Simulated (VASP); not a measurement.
## GaP: Born charges and dielectric tensor with LDA

**Measured values to compare with.**

“Stacking defects in GaP nanowires: Electronic structure and optical properties”, 2018, arxiv:1810.01194 quotes, for a bulk crystal of GaP at 10 K: band gap 2.34 eV (indirect).

Crystal: GaP.

```
CELL_PARAMETERS angstrom
0.00000 2.69648 2.69648
2.69648 0.00000 2.69648
2.69648 2.69648 0.00000
ATOMIC_POSITIONS crystal
Ga 0.00000 0.00000 0.00000
P 0.75000 0.75000 0.75000
```

The cell is a database's computed one.

```json
{
 "Program": "VASP 6.6.1",
 "Task": "Born charges and dielectric tensor",
 "Functional": "LDA",
 "Potentials or basis": "VASP PAW LDA potentials, release 64 (Ga_d, P)",
 "Cutoff": "350 eV",
 "k mesh": "8 × 8 × 8",
 "Occupations": "gaussian, width 0.02 eV",
 "Spin": "no spin polarisation",
 "Further INCAR settings": "ALGO = Normal; EDIFF = 1e-08; IBRION = 8; NSW = 1"
}
```

The band gap on the k mesh is 1.43 eV, indirect (least direct gap 1.90 eV), the electronic dielectric tensor (diagonal) is 11.47 and the born charges (mean of the diagonal) is Ga +2.12; P -2.12 e. The highest phonon frequency at Γ, LO-TO splitting left out is 364 cm⁻¹.

Levels at points of the mesh, in eV from the valence-band top:
| k point | band 5 | band 6 | band 7 | band 8 | band 9 | band 10 | band 11 | band 12 | band 13 |
| --- | --- | --- | --- | --- | --- | --- | --- | --- | --- |
| (0.00, 0.00, 0.00) | -14.65 | -12.75 | 0.00 | 0.00 | 0.00 | 1.90 | 3.78 | 3.78 | 3.78 |
| (0.50, 0.00, 0.00) | -14.64 | -10.56 | -6.89 | -1.18 | -1.18 | 1.61 | 4.62 | 4.62 | 8.11 |
| (0.50, 0.50, 0.00) | -14.62 | -9.60 | -6.99 | -2.82 | -2.82 | 1.43 | 1.65 | 10.70 | 10.70 |

Phonon frequencies in cm⁻¹ (negative: imaginary):
```
              q point        frequencies
(0.000, 0.000, 0.000)  0 0 0 364 364 364
```

Electronic dielectric tensor:
```
11.47  0.00  0.00
 0.00 11.47  0.00
 0.00  0.00 11.47
```

Born effective charge tensors (e):
atom 1, Ga
```
2.12 0.00 0.00
0.00 2.12 0.00
0.00 0.00 2.12
```
atom 2, P
```
-2.12  0.00  0.00
 0.00 -2.12  0.00
 0.00  0.00 -2.12
```

Wall time 4.4 min on 1 thread of Intel(R) Xeon(R) Platinum 8375C CPU @ 2.90GHz (Ice Lake), on a shared host, peak memory 0.19 GiB.

Against the measured gap of GaP, 2.34 eV (indirect; 10 K; quoted in “Stacking defects in GaP nanowires: Electronic structure and optical properties”, 2018, arxiv:1810.01194), the calculated 1.43 eV is off by -0.91 eV. Spin-orbit coupling on Ga is left out. The value is that of LDA on a finite k mesh, which can miss the band edges, without temperature or zero-point motion. Semilocal functionals fall short of measured gaps as a rule. The cell is a database's relaxed one, not the measured one, which moves gaps too.
